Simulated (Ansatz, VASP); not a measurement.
# AlCo: VASP beside Ansatz, part 2 of 2

One calculation is typed for both programs; each brings its own data sets. How far apart do they land? The cell is taken from a series of runs on this material, whose earlier steps may have relaxed, scaled, displaced or heated it; both programs get it as it stands.

VASP 6.6.1 and Ansatz 0.2.0.

So far: The structure; VASP: zone-centre phonons, PBEsol, pair 1; Ansatz: zone-centre phonons, PBEsol, pair 1; Differences.

## (5) Ansatz: zone-centre phonons, PBEsol, pair 2

Level of this step: Ansatz beside VASP: Kohn-Sham DFT, plane waves, PBEsol (Ansatz).

Second derivatives magnify differences that forces hide, and they need a tight electronic threshold. The cell compared in this pair holds 21.58 Å³, against 21.13 Å³ for the pair before.

The cell is taken from a series of runs on this material, whose earlier steps may have relaxed, scaled, displaced or heated it; both programs get it as it stands.

input.yaml reads:

```yaml
crystal:
  lattice:
    - [2.7840662944, 0.0, 0.0]
    - [0.0, 2.7840662944, 0.0]
    - [0.0, 0.0, 2.7840662944]
  atoms:
    - { symbol: Al, position: [0.0, 0.0, 0.0] }
    - { symbol: Co, position: [0.5, 0.5, 0.5] }
kpoints:
  mp_grid: { grid: [16, 16, 16] }
hamiltonian:
  xc: pbesol
  pseudopotentials: { kind: paw, azcp: { folder: soft_1 }, xc_functional: pbe }
scf:
  occupations: { method: methfessel_paxton, width: 0.2 }
output:
  eigenvalues: true
phonons:
  method: dfpt
```

Command:

```bash
> ansatz run input.yaml --threads 4 --pin off --max-ram 10240MiB --backend cpu --events-out ev --progress --plain --runs-dir out
```

Numbers of over 12 decimals in the logs are rounded to 6 here.

What it wrote:

```text
[...]
Crystal: 2 atoms, lattice volume = 21.579 Å³
Basis set: ecut = 420 eV, 437 PW (Γ), exchange–correlation on 40×40×40 points (8 copies of the dense FFT grid, shifted against one another)
Bands: 14, of which v1, the nominal top of the filled ones, is band 10 counted from 1 (9 counted from 0)
Symmetry: 48 space group operations
k-points: 405 of 4096 (irreducible under 8 space group operations, time reversal used)
[...]
k-point 2: bands = [... 6 lower, 12.3440, 14.5168, 14.5168, 14.7030, 19.7328, 22.3142, 22.3142, 24.5310]
  k-point 404: bands = [... 6 lower, 11.3059, 15.3581, 15.3581, 17.9226, 17.9226, 17.9226, 20.3841, 21.3545]
[...]
ASR residual: 6.899e-6 → 0.000e0 eV/Å²; symmetrization residual: 1.669e-6 eV/Å²
  ASR residual per site (eV/Å²): 6.08e-7 6.90e-6
  Γ frequencies (cm⁻¹): 0.00 0.00 0.00 364.95 364.95 364.95
[...]
[key lines of the parts left out:]
SCF converged after 8 iterations
Free energy (F): -5618.754595 eV
Fermi energy:    15.601332 eV
```

## (6) VASP: zone-centre phonons, PBEsol, pair 2

The same cell, functional, mesh and smearing now go to VASP, with its own data sets.

INCAR reads:

```
SYSTEM = AlCo
PREC = Accurate
ENCUT = 600
EDIFF = 1E-08
NELM = 120
ISMEAR = 1
SIGMA = 0.2
LREAL = .FALSE.
ALGO = Normal
GGA = PS
NBANDS = 12
LASPH = .TRUE.
LORBIT = 11
LWAVE = .FALSE.
LCHARG = .FALSE.
ISIF = 2
IBRION = 8
GGA_COMPAT = .FALSE.
KPAR = 2
```

POSCAR reads:

```
AlCo
1.0
    2.7840662944      0.0000000000      0.0000000000
    0.0000000000      2.7840662944      0.0000000000
    0.0000000000      0.0000000000      2.7840662944
Al Co
1 1
Direct
    0.0000000000      0.0000000000      0.0000000000
    0.5000000000      0.5000000000      0.5000000000
```

KPOINTS reads:

```
Automatic mesh
0
Gamma
16 16 16
0 0 0
```

The projector-augmented-wave data sets are Al and Co (PBE family, release 64).

Command:

```bash
> mpirun -np 2 vasp_std
```

What it wrote:

```text
[banner, memory and clock lines left out]
running    2 mpi-ranks, on    1 nodes
[...]
[... a notice as in an earlier step ...]

 LDA part: xc-table for (Slater+PW92), standard interpolation
 POSCAR, INCAR and KPOINTS ok, starting setup
[...]
entering main loop
       N       E                     dE             d eps       ncg     rms          rms(c)
DAV:   1     0.397747136526E+02    0.39775E+02   -0.58766E+03  3968   0.120E+03
DAV:   2    -0.132308986025E+02   -0.53006E+02   -0.49050E+02  4064   0.195E+02
DAV:   3    -0.149682873965E+02   -0.17374E+01   -0.17202E+01  4760   0.413E+01
DAV:   4    -0.149961750896E+02   -0.27888E-01   -0.27876E-01  4488   0.468E+00
[...]
DAV:  14    -0.130561256062E+02   -0.23958E-07   -0.29114E-09  2632   0.580E-04    0.202E-04
DAV:  15    -0.130561256206E+02   -0.14406E-07   -0.59050E-10  2320   0.232E-04    0.823E-05
DAV:  16    -0.130561256146E+02    0.59609E-08   -0.12805E-10  2228   0.120E-04
   1 F= -.13056126E+02 E0= -.13056810E+02  d E =0.205206E-02
[...]
RMM:  10    -0.593974933522E-02    0.28486E-07   -0.40062E-10 17351   0.503E-05    0.180E-05
RMM:  11    -0.593976666238E-02   -0.17327E-07   -0.30061E-10 16977   0.157E-05    0.231E-06
RMM:  12    -0.593976266338E-02    0.39990E-08    0.46747E-11 16972   0.646E-06    0.426E-07
 first order change of Fermi-energy   0.35545E-04
 force on displaced ion       1 direction 1 :  -9.135   0.000  -0.000
 Linear response progress:
  Degree of freedom:   2/  2
       N       E                     dE             d eps       ncg     rms          rms(c)
RMM:   1    -0.167820035147E+00   -0.16782E+00   -0.10354E-01 14438   0.260E+00
RMM:   2    -0.167579439159E+00    0.24060E-03   -0.27377E-03 14610   0.545E-01    0.172E-01
RMM:   3    -0.167486027892E+00    0.93411E-04   -0.18013E-04 15318   0.113E-01    0.103E-01
RMM:   4    -0.167866676565E+00   -0.38065E-03   -0.23949E-04 16274   0.118E-01    0.784E-03
[...]
RMM:  11    -0.167778386387E+00    0.41975E-07   -0.15844E-10 18001   0.393E-05    0.321E-06
RMM:  12    -0.167778410063E+00   -0.23677E-07   -0.43054E-11 17751   0.159E-05    0.134E-06
RMM:  13    -0.167778402810E+00    0.72536E-08   -0.35474E-11 16200   0.978E-06    0.428E-07
 first order change of Fermi-energy   0.30039E-02
 force on displaced ion       2 direction 1 :  -9.146  -0.000   0.000
 Linear response finished
```

From OUTCAR (step 6):

```text
  Total        1.1741804      1.1741804      1.1741804      0.0000000     -0.0000000      0.0000000
  in kB       87.1779615     87.1779615     87.1779615      0.0000000     -0.0000000      0.0000000
  external PRESSURE =      87.1779615 kB  Pullay stress =       0.0000000 kB

 POSITION                                       TOTAL-FORCE (eV/Angst)
 -----------------------------------------------------------------------------------
      0.00000      0.00000      0.00000         0.000000      0.000000      0.000000
      1.39203      1.39203      1.39203         0.000000      0.000000      0.000000
 -----------------------------------------------------------------------------------
    total drift:                                0.000000     -0.000000     -0.000000

[... 1 part as in an earlier step ...]

[... 1 further part left out ...]
```

## (7) Differences

What differs besides the data sets and the points named for the pairs above, as far as they apply: the data sets hold 20 valence electrons in Ansatz (on its PAW soft_1 files) and 12 in VASP. Total energies have different zeros and are not compared.

The two programs side by side:

```csv
quantity,Ansatz,VASP,difference
optical mode 1 to 3 (cm⁻¹),364.9,366.4,-0.40 %
```

Modes are paired by rising frequency, not by their patterns, so a pair may set unlike modes beside each other; they are those without the splitting of longitudinal modes.

## (8) What came out

```yaml
r_m_s_difference_of_the_optical_zone_centre_modes_each_program_s_sorted_by_frequency_zone_centre_phonons_pbesol_pair_1: 1.4 cm⁻¹
r_m_s_difference_of_the_optical_zone_centre_modes_each_program_s_sorted_by_frequency_zone_centre_phonons_pbesol_pair_2: 1.5 cm⁻¹
```

**Reading.** The r.m.s. difference of the optical zone-centre modes, each program's sorted by frequency is 1.4 cm⁻¹ (zone-centre phonons, PBEsol, pair 1). The data sets hold unlike numbers of valence electrons (20 in Ansatz and 12 in VASP), so part of the differences may come from the potentials. How closely two codes agree says nothing of how well the functional describes the real material.

[Lines on the potential files, build, host, timing and source positions are cut from VASP's logs without a mark.]

[Logs are printed without paths, hosts, clocks, repeated set-up lines and the standing remarks that a program may print on its own settings, such as how far it seeks lower states.]

[Hosts, paths, dates, database ids (printed as entryN), source tags and the programs' standing remarks are cut or masked in the printed files.]
